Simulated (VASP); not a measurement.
Computed with PBE GGA, VASP's PBE PAW potentials (set 64) (plane waves; VASP).

Input for VASP

POSCAR:
```
TiTe2
1
    3.8111130000     0.0000000000     0.0000000000
   -1.9055570000     3.3005210000     0.0000000000
    0.0000000000     0.0000000000    17.1706300000
Ti Te
1 2
Direct
  0.0000000000   0.0000000000   0.5000000000
  0.3333330000   0.6666670000   0.5923270000
  0.6666670000   0.3333330000   0.4076730000
```

### KPOINTS
```
kpoints
0
Gamma
 4 4 1
0 0 0
```

INCAR:
```
# general
SYSTEM   =  TiTe2
PREC     =  Accurate
ENCUT    =  300   # plane-wave cut-off (eV)
LREAL    =  F   # projection in real space or not
LASPH    =  T   # aspherical one-centre terms

# electronic loop
EDIFF    =  1E-6
NELM     =  100
ALGO     =  Normal   # blocked Davidson
LMAXMIX  =  4   # l cut-off of mixed one-centre charges

# smearing
ISMEAR   =  0   # Gaussian
SIGMA    =  0.1   # width (eV)

# functional
GGA      =  PE

# ions
ISIF     =  2   # forces and stress, cell fixed

# output
LWAVE    =  F
LCHARG   =  F
```

POTCAR, in this order: Ti_sv Te (PBE.64 set). Program: vasp_std.

What VASP printed:

### OSZICAR
```
       N       E                     dE             d eps       ncg     rms          rms(c)
DAV:   1     0.125514693385E+03    0.12551E+03   -0.89085E+03   160   0.791E+02
DAV:   2    -0.320670469679E+01   -0.12872E+03   -0.12836E+03   176   0.239E+02
DAV:   3    -0.174930491813E+02   -0.14286E+02   -0.14193E+02   248   0.667E+01
DAV:   4    -0.181284039080E+02   -0.63535E+00   -0.63432E+00   176   0.140E+01
DAV:   5    -0.181743732626E+02   -0.45969E-01   -0.45968E-01   208   0.280E+00    0.123E+01
DAV:   6    -0.181441899691E+02    0.30183E-01   -0.49727E+01   176   0.438E+01    0.150E+01
DAV:   7    -0.163091415808E+02    0.18350E+01   -0.40435E+01   168   0.374E+01    0.566E+00
DAV:   8    -0.159977629259E+02    0.31138E+00   -0.14647E+00   152   0.950E+00    0.223E+00
DAV:   9    -0.159712810591E+02    0.26482E-01   -0.73010E-01   184   0.555E+00    0.130E+00
DAV:  10    -0.159602983911E+02    0.10983E-01   -0.15576E-01   168   0.318E+00    0.556E-01
DAV:  11    -0.159590787522E+02    0.12196E-02   -0.15381E-02   160   0.995E-01    0.158E-01
DAV:  12    -0.159588615356E+02    0.21722E-03   -0.14980E-03   176   0.280E-01    0.119E-01
DAV:  13    -0.159585930464E+02    0.26849E-03   -0.14450E-03   176   0.161E-01    0.586E-02
DAV:  14    -0.159585367959E+02    0.56251E-04   -0.22934E-04   168   0.108E-01    0.242E-02
DAV:  15    -0.159585804591E+02   -0.43663E-04   -0.10559E-04   168   0.532E-02    0.133E-02
DAV:  16    -0.159586144314E+02   -0.33972E-04   -0.65319E-05   128   0.356E-02    0.290E-02
DAV:  17    -0.159586742342E+02   -0.59803E-04   -0.11284E-05   160   0.164E-02    0.887E-03
DAV:  18    -0.159587189937E+02   -0.44759E-04   -0.29280E-06   144   0.107E-02    0.722E-03
DAV:  19    -0.159587484845E+02   -0.29491E-04   -0.80845E-07   120   0.377E-03    0.690E-03
DAV:  20    -0.159587780500E+02   -0.29565E-04   -0.21318E-06   120   0.631E-03    0.332E-03
DAV:  21    -0.159587832643E+02   -0.52143E-05   -0.27991E-07   104   0.243E-03    0.212E-03
DAV:  22    -0.159587851532E+02   -0.18889E-05   -0.16197E-07    80   0.223E-03    0.648E-04
DAV:  23    -0.159587855496E+02   -0.39638E-06   -0.58650E-08    64   0.133E-03
   1 F= -.15958786E+02 E0= -.15953185E+02  d E =-.112009E-01
```

**OUTCAR**
```
------------------------ aborting loop because EDIFF is reached ----------------------------------------
  FORCE on cell =-STRESS in cart. coord.  units (eV):
  Direction    XX          YY          ZZ          XY          YZ          ZX
  --------------------------------------------------------------------------------------
  Total        1.4203239      1.4203242      3.9838668     -0.0000002      0.0000000      0.0000000
  in kB       10.5360403     10.5360424     29.5525418     -0.0000016      0.0000000      0.0000000
  external PRESSURE =      16.8748749 kB  Pullay stress =       0.0000000 kB
  volume of cell :      215.98
      direct lattice vectors                 reciprocal lattice vectors
     3.811113000  0.000000000  0.000000000     0.262390541  0.151491274  0.000000000
    -1.905557000  3.300521000  0.000000000     0.000000000  0.302982469  0.000000000
     0.000000000  0.000000000 17.170630000     0.000000000  0.000000000  0.058238981
 POSITION                                       TOTAL-FORCE (eV/Angst)
 -----------------------------------------------------------------------------------
      0.00000      0.00000      8.58531         0.000000      0.000000      0.000000
     -0.00000      2.20035     10.17063         0.000000      0.000000      1.282224
      1.90556      1.10017      7.00000        -0.000000     -0.000000     -1.282224
 -----------------------------------------------------------------------------------
    total drift:                                0.000000     -0.000000      0.000000
  FREE ENERGIE OF THE ION-ELECTRON SYSTEM (eV)
  ---------------------------------------------------
  free  energy   TOTEN  =       -15.9587855496 eV

  energy  without entropy=      -15.9475846358  energy(sigma->0) =      -15.95318509
```
(Selected blocks of OUTCAR.)

At this cut-off the stress carries a Pulay error, which pulls relaxed volumes low. The cell holds a wide vacuum, so values per volume refer to the whole cell.

The cell is a sheet with vacuum, built from a generated structure.
